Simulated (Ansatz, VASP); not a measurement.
# Cross-check of WS2 between VASP and Ansatz, part 2 of 2

One calculation is typed for both programs; each brings its own data sets. How far apart do they land? The cell is taken from a series of runs on this material, whose earlier steps may have relaxed, scaled, displaced or heated it; both programs get it as it stands.

VASP 6.6.1 and Ansatz 0.2.0.

So far. Step 4 (Side by side): The forces differ by 9.9 meV/Å r.m.s., which is 6.0 % of the r.m.s. force of 0.166 eV/Å (both taken over all components). With vacuum in the cell, a pressure given here is an average over mostly empty space and none of the material.

## 5. Ansatz: single point, PBEsol, pair 2

Level of this step: Ansatz beside VASP: Kohn-Sham DFT, plane waves, PBEsol (Ansatz).

With cell and atoms fixed, the geometry can't cause a difference; cores, projectors, grids and the points listed under the comparison can.

The cell is taken from a series of runs on this material, whose earlier steps may have relaxed, scaled, displaced or heated it; both programs get it as it stands.

Contents of input.yaml:

```yaml
crystal:
  lattice:
    - [4.7179496554, 2.7239095036, 0.0]
    - [0.0, 5.4478190071, 0.0]
    - [0.0, 0.0, 29.504]
  atoms:
    - { symbol: W, position: [0.0339126746, -0.067825743, 0.3389370824] }
    - { symbol: W, position: [0.3333336285, 0.3333330028, 0.3389370933] }
    - { symbol: W, position: [0.6327536969, 0.7344927401, 0.3389371041] }
    - { symbol: S, position: [0.9918480519, 0.3333330643, 0.388115745] }
    - { symbol: S, position: [0.3414855724, 0.658514423, 0.3951850805] }
    - { symbol: S, position: [0.6666660799, 1.0081525127, 0.3951848996] }
    - { symbol: S, position: [0.3251810233, 0.0081522352, 0.2826890806] }
    - { symbol: S, position: [0.674818902, 0.3333330904, 0.2897584235] }
    - { symbol: S, position: [7.47e-08, 0.6585143787, 0.2826890739] }
  periodic: [true, true, false]
kpoints:
  mp_grid: { grid: [9, 9, 1] }
hamiltonian:
  xc: pbesol
  pseudopotentials: { kind: paw, azcp: { folder: soft_1 }, xc_functional: pbe }
scf:
  occupations: { method: methfessel_paxton, width: 0.2 }
output:
  forces: true
  stress: true
  eigenvalues: true
  write_density: true
  write_potential: true
  elf: true
  volumetric_format: npy
```

Run with:

```bash
$ ansatz run input.yaml --threads 4 --pin off --max-ram 16384MiB --backend cpu --events-out ev --progress --plain --runs-dir out
```

Numbers of over 12 decimals in the logs are rounded to 6 here.

The log of the run:

```text
[...]
Crystal: 9 atoms, lattice volume = 758.328 Å³
Basis set: ecut = 420 eV, 14757 PW (Γ), exchange–correlation on 80×80×400 points (8 copies of the dense FFT grid, shifted against one another)
Bands: 48, of which v1, the nominal top of the filled ones, is band 39 counted from 1 (38 counted from 0)
Symmetry: 4 space group operations
[...]
k-point 0: bands = [... 35 lower, -6.1153, -5.7465, -5.3401, -5.0555, -4.7880, -4.5194, -4.3046, -4.0136, ... 5 higher]
  k-point 1: bands = [... 35 lower, -6.3183, -5.8556, -5.7974, -4.9434, -4.6335, -4.5633, -4.1518, -3.8664, ... 5 higher]
  k-point 2: bands = [... 35 lower, -6.6183, -6.3326, -5.9915, -4.9716, -4.7768, -4.3128, -3.9197, -3.5299, ... 5 higher]
  k-point 24: bands = [... 35 lower, -7.0737, -6.9110, -6.6020, -5.9434, -4.2864, -4.1457, -3.7351, -2.7977, ... 5 higher]
[key lines of the parts left out:]
SCF converged after 9 iterations
Free energy (F): -36087.610985 eV
Fermi energy:    -4.910136 eV
P = ½ c Tr σ = 2.5662 N/m
```

## 6. VASP: single point, PBEsol, pair 2

The same cell, functional, mesh and smearing now go to VASP, with its own data sets.

Contents of INCAR:

```
SYSTEM = WS2
PREC = Accurate
ENCUT = 520
EDIFF = 1E-06
NELM = 120
ISMEAR = 1
SIGMA = 0.2
LREAL = .FALSE.
ALGO = Normal
GGA = PS
NBANDS = 36
LASPH = .TRUE.
LORBIT = 11
LWAVE = .FALSE.
LCHARG = .FALSE.
ISIF = 2
LDIPOL = .TRUE.
IDIPOL = 3
DIPOL = 0.5 0.5 0.339
LVHAR = .TRUE.
GGA_COMPAT = .FALSE.
NELMDL = -8
KPAR = 2
```

Contents of POSCAR:

```
WS2
1.0
    4.7179496554      2.7239095036      0.0000000000
    0.0000000000      5.4478190071      0.0000000000
    0.0000000000      0.0000000000     29.5040000000
W S
3 6
Direct
    0.0339125427      0.9321745208      0.3389370824
    0.3333329219      0.3333337624      0.3389370824
    0.6327533011      0.7344930040      0.3389370824
    0.9918474903      0.3333337624      0.3881157431
    0.3414850940      0.6585147759      0.3951850388
    0.6666661074      0.0081527490      0.3951850388
    0.3251807498      0.0081527490      0.2826891260
    0.6748183535      0.3333337624      0.2897584216
    0.9999997364      0.6585147759      0.2826891260
```

Contents of KPOINTS:

```
Automatic mesh
0
Gamma
9 9 1
0 0 0
```

Potentials, in the order of the species: W and S (PBE family, release 64).

Run with:

```bash
$ mpirun -np 2 vasp_std
```

The log of the run:

```text
[banner, memory and clock lines left out]
running    2 mpi-ranks, on    1 nodes
[...]
[... a notice as in an earlier step ...]

 LDA part: xc-table for (Slater+PW92), standard interpolation
 POSCAR, INCAR and KPOINTS ok, starting setup
[...]
entering main loop
       N       E                     dE             d eps       ncg     rms          rms(c)
DAV:   1     0.458405755431E+03    0.45841E+03   -0.17251E+04  1800   0.108E+03
DAV:   2     0.770580480374E+01   -0.45070E+03   -0.43361E+03  2892   0.212E+02
DAV:   3    -0.746487162424E+02   -0.82355E+02   -0.81875E+02  2204   0.103E+02
DAV:   4    -0.773613776900E+02   -0.27127E+01   -0.26911E+01  2444   0.234E+01
[...]
DAV:  29    -0.733288393340E+02   -0.13852E-05   -0.29449E-08  1200   0.569E-04    0.464E-04
DAV:  30    -0.733288412442E+02   -0.19102E-05   -0.48655E-08  1304   0.456E-04    0.248E-04
DAV:  31    -0.733288415820E+02   -0.33781E-06   -0.10576E-08  1168   0.310E-04
   1 F= -.73328842E+02 E0= -.73330700E+02  d E =0.557419E-02
```

Parts of OUTCAR (step 6):

```text
  Total        2.9062306      4.3143544     -2.0242629     -1.2194710      1.0755073      1.8628340
  in kB        6.1402179      9.1152698     -4.2768166     -2.5764705      2.2723074      3.9357533
  external PRESSURE =       3.6595571 kB  Pullay stress =       0.0000000 kB

 POSITION                                       TOTAL-FORCE (eV/Angst)
 -----------------------------------------------------------------------------------
      0.16000      5.17069     10.00000        -1.073334      1.859069      0.000000
      1.57265      2.72391     10.00000         0.000000      0.000000      0.000000
      2.98530      5.72495     10.00000         1.073334     -1.859069      0.000000
      4.67949      4.51764     11.45097        -0.265591     -0.153339     -0.339972
      1.61111      4.51764     11.65954         0.487658      0.071425     -0.145684
      3.14530      1.86035     11.65954         0.305684      0.386612     -0.145684
      1.53419      0.93018      8.34046        -0.487658     -0.071425      0.145684
      3.18376      3.65409      8.54903         0.265591      0.153339      0.339972
      4.71795      6.31138      8.34046        -0.305684     -0.386612      0.145684
 -----------------------------------------------------------------------------------
    total drift:                                0.001466      0.000865      0.000066

  FREE ENERGIE OF THE ION-ELECTRON SYSTEM (eV)
  ---------------------------------------------------
  free  energy   TOTEN  =       -73.3288415820 eV

  energy  without entropy=      -73.3344157714  energy(sigma->0) =      -73.33069965

[... 2 parts as in an earlier step ...]

[... 1 further part left out ...]
[key lines of the parts left out:]
E-fermi :  -2.5054
```

The run ends at a pressure of 0.37 GPa, with forces up to 2.1 eV/Å.

## 7. Differences

What differs besides the data sets and the points named for the pairs above, as far as they apply: the data sets hold 78 valence electrons in Ansatz (on its PAW soft_1 files) and 54 in VASP. Total energies have different zeros and are not compared.

Forces (eV/Å; atoms numbered as in POSCAR):

| atom | Ansatz x, y, z | VASP x, y, z |
| --- | --- | --- |
| W1 | -1.077, 1.865, 0.000 | -1.073, 1.859, 0.000 |
| W2 | 0.000, 0.000, 0.000 | 0.000, 0.000, 0.000 |
| W3 | 1.077, -1.865, 0.000 | 1.073, -1.859, 0.000 |
| S4 | -0.251, -0.145, -0.327 | -0.266, -0.153, -0.340 |
| S5 | 0.474, 0.080, -0.133 | 0.488, 0.071, -0.146 |
| S6 | 0.307, 0.371, -0.133 | 0.306, 0.387, -0.146 |
| S7 | -0.474, -0.080, 0.133 | -0.488, -0.071, 0.146 |
| S8 | 0.251, 0.145, 0.327 | 0.266, 0.153, 0.340 |
| S9 | -0.307, -0.371, 0.133 | -0.306, -0.387, 0.146 |

The forces differ by 10.0 meV/Å r.m.s., which is 1.6 % of the r.m.s. force of 0.629 eV/Å (both taken over all components). With vacuum in the cell, a pressure given here is an average over mostly empty space and none of the material.

## 8. VASP: single point, PBEsol, pair 3

A single point gives forces, pressure and levels at one fixed geometry, so differences don't come from the geometry; what else differs is listed under the comparison.

INCAR is that of step 6.

Contents of POSCAR:

```
WS2
1.0
    4.7179496554      2.7239095036      0.0000000000
    0.0000000000      5.4478190071      0.0000000000
    0.0000000000      0.0000000000     29.5040000000
W S
3 6
Direct
    0.0476895132      0.9046204199      0.3389370780
    0.3333327548      0.3333339367      0.3389370780
    0.6189759965      0.7620474534      0.3389370780
    0.9885355334      0.3333339367      0.3862011321
    0.3447967469      0.6552030702      0.3961423291
    0.6666658804      0.0114648032      0.3961423291
    0.3218687628      0.0114648032      0.2817318269
    0.6781299763      0.3333339367      0.2916730240
    0.9999996293      0.6552030702      0.2817318269
```

KPOINTS is that of step 6.

Run with:

```bash
$ mpirun -np 2 vasp_std
```

The log of the run:

```text
[... set-up lines as in an earlier step ...]
 entering main loop
       N       E                     dE             d eps       ncg     rms          rms(c)
DAV:   1     0.459805334211E+03    0.45981E+03   -0.17252E+04  1800   0.108E+03
DAV:   2     0.872210876192E+01   -0.45108E+03   -0.43377E+03  2908   0.212E+02
DAV:   3    -0.736073345391E+02   -0.82329E+02   -0.81838E+02  2192   0.103E+02
DAV:   4    -0.763139095213E+02   -0.27066E+01   -0.26809E+01  2464   0.233E+01
[...]
DAV:  28    -0.724590317283E+02   -0.23264E-05   -0.37707E-08  1196   0.536E-04    0.766E-04
DAV:  29    -0.724590354198E+02   -0.36915E-05   -0.10416E-07  1468   0.675E-04    0.635E-04
DAV:  30    -0.724590358650E+02   -0.44520E-06   -0.16062E-08  1112   0.375E-04
   1 F= -.72459036E+02 E0= -.72462737E+02  d E =0.111047E-01
```

OUTCAR, selected parts (step 8):

```text
  Total        6.5151612      7.2274129     -0.8881411     -0.6168281      2.1969061      3.8051522
  in kB       13.7650843     15.2699136     -1.8764444     -1.3032204      4.6415733      8.0394391
  external PRESSURE =       9.0528512 kB  Pullay stress =       0.0000000 kB

 POSITION                                       TOTAL-FORCE (eV/Angst)
 -----------------------------------------------------------------------------------
      0.22500      5.05811     10.00000        -2.567190      4.446503      0.000000
      1.57265      2.72391     10.00000         0.000000      0.000000      0.000000
      2.92030      5.83753     10.00000         2.567190     -4.446503      0.000000
      4.66386      4.50862     11.39448        -0.371718     -0.214611     -0.190670
      1.62673      4.50862     11.68778         0.852538      0.179595     -0.042448
      3.14530      1.87840     11.68778         0.581803      0.648522     -0.042448
      1.51856      0.93920      8.31222        -0.852538     -0.179595      0.042448
      3.19938      3.66311      8.60552         0.371718      0.214611      0.190670
      4.71795      6.29334      8.31222        -0.581803     -0.648522      0.042448
 -----------------------------------------------------------------------------------
    total drift:                                0.002062      0.001223      0.000037

  FREE ENERGIE OF THE ION-ELECTRON SYSTEM (eV)
  ---------------------------------------------------
  free  energy   TOTEN  =       -72.4590358650 eV

  energy  without entropy=      -72.4701406115  energy(sigma->0) =      -72.46273745

[... 2 parts as in an earlier step ...]

[... 1 further part left out ...]
[key lines of the parts left out:]
E-fermi :  -2.4117
```

The run ends at a pressure of 0.91 GPa, with forces up to 5.1 eV/Å.

## 9. Ansatz: single point, PBEsol, pair 3

The same cell, functional, mesh and smearing now go to Ansatz, which takes its cutoff from its data sets.

The cell is taken from a series of runs on this material, whose earlier steps may have relaxed, scaled, displaced or heated it; both programs get it as it stands.

Contents of input.yaml:

```yaml
crystal:
  lattice:
    - [4.7179496554, 2.7239095036, 0.0]
    - [0.0, 5.4478190071, 0.0]
    - [0.0, 0.0, 29.504]
  atoms:
    - { symbol: W, position: [0.0476896987, -0.095379951, 0.338937078] }
    - { symbol: W, position: [0.3333337484, 0.3333328686, 0.3389370933] }
    - { symbol: W, position: [0.6189765529, 0.7620470825, 0.3389371085] }
    - { symbol: S, position: [0.988536323, 0.333332955, 0.3862011346] }
    - { symbol: S, position: [0.3447974196, 0.655202574, 0.3961423877] }
    - { symbol: S, position: [0.6666658416, 1.011464471, 0.3961421334] }
    - { symbol: S, position: [0.3218691473, 0.0114640807, 0.2817317631] }
    - { symbol: S, position: [0.6781307476, 0.3333329917, 0.2916730265] }
    - { symbol: S, position: [1.051e-07, 0.6552025117, 0.2817317537] }
  periodic: [true, true, false]
kpoints:
  mp_grid: { grid: [9, 9, 1] }
hamiltonian:
  xc: pbesol
  pseudopotentials: { kind: paw, azcp: { folder: soft_1 }, xc_functional: pbe }
scf:
  occupations: { method: methfessel_paxton, width: 0.2 }
output:
  forces: true
  stress: true
  eigenvalues: true
```

Run with:

```bash
$ ansatz run input.yaml --threads 4 --pin off --max-ram 16384MiB --backend cpu --events-out ev --progress --plain --runs-dir out
```

The log of the run:

```text
[...]
k-point 0: bands = [... 35 lower, -6.5553, -5.7416, -5.4407, -4.9698, -4.5272, -4.4608, -4.1523, -4.0742, ... 5 higher]
  k-point 1: bands = [... 35 lower, -6.5706, -5.8297, -5.7145, -4.9484, -4.6083, -4.3395, -3.9841, -3.9652, ... 5 higher]
  k-point 2: bands = [... 35 lower, -6.9547, -6.1212, -6.0108, -4.9534, -4.7263, -4.2091, -3.7600, -3.5542, ... 5 higher]
  k-point 24: bands = [... 35 lower, -7.0391, -6.8977, -6.5691, -5.8255, -4.2789, -4.0866, -3.5998, -2.9823, ... 5 higher]
[key lines of the parts left out:]
SCF converged after 9 iterations
Free energy (F): -36086.735009 eV
Fermi energy:    -4.806407 eV
P = ½ c Tr σ = 4.5932 N/m
```

## 10. Side by side

What differs besides the data sets and the points named for the pairs above, as far as they apply: the data sets hold 78 valence electrons in Ansatz (on its PAW soft_1 files) and 54 in VASP. Total energies have different zeros and are not compared.

Forces (eV/Å; atoms numbered as in POSCAR):

| atom | Ansatz x, y, z | VASP x, y, z |
| --- | --- | --- |
| W1 | -2.578, 4.466, 0.000 | -2.567, 4.447, 0.000 |
| W2 | 0.000, 0.000, 0.000 | 0.000, 0.000, 0.000 |
| W3 | 2.578, -4.466, 0.000 | 2.567, -4.447, 0.000 |
| S4 | -0.352, -0.203, -0.185 | -0.372, -0.215, -0.191 |
| S5 | 0.828, 0.191, -0.044 | 0.853, 0.180, -0.042 |
| S6 | 0.579, 0.622, -0.044 | 0.582, 0.649, -0.042 |
| S7 | -0.828, -0.191, 0.044 | -0.853, -0.180, 0.042 |
| S8 | 0.352, 0.203, 0.185 | 0.372, 0.215, 0.191 |
| S9 | -0.579, -0.622, 0.044 | -0.582, -0.649, 0.042 |

The forces differ by 14 meV/Å r.m.s., which is 0.9 % of the r.m.s. force of 1.443 eV/Å (both taken over all components). With vacuum in the cell, a pressure given here is an average over mostly empty space and none of the material.

## 11. Outcome

| Property | Result |
| --- | --- |
| r.m.s. force difference (single point, PBEsol, pair 1) | 9.9 meV/Å |
| r.m.s. force difference (single point, PBEsol, pair 2) | 1.6 % of the r.m.s. force |
| r.m.s. force difference (single point, PBEsol, pair 3) | 0.94 % of the r.m.s. force |

**Reading.** The r.m.s. force difference is 9.9 meV/Å (single point, PBEsol, pair 1), within the 12 meV/Å picked in this series as the mark of a large difference. The data sets hold unlike numbers of valence electrons (78 in Ansatz and 54 in VASP), so part of the differences comes from the potentials. How closely two codes agree says nothing of how well the functional describes the real material.

[Lines on the potential files, build, host, timing and source positions are cut from VASP's logs without a mark.]

[Logs are printed without paths, hosts, clocks, repeated set-up lines and the standing remarks that a program may print on its own settings, such as how far it seeks lower states.]

[Hosts, paths, dates, database ids (printed as entryN), source tags and the programs' standing remarks are cut or masked in the printed files.]
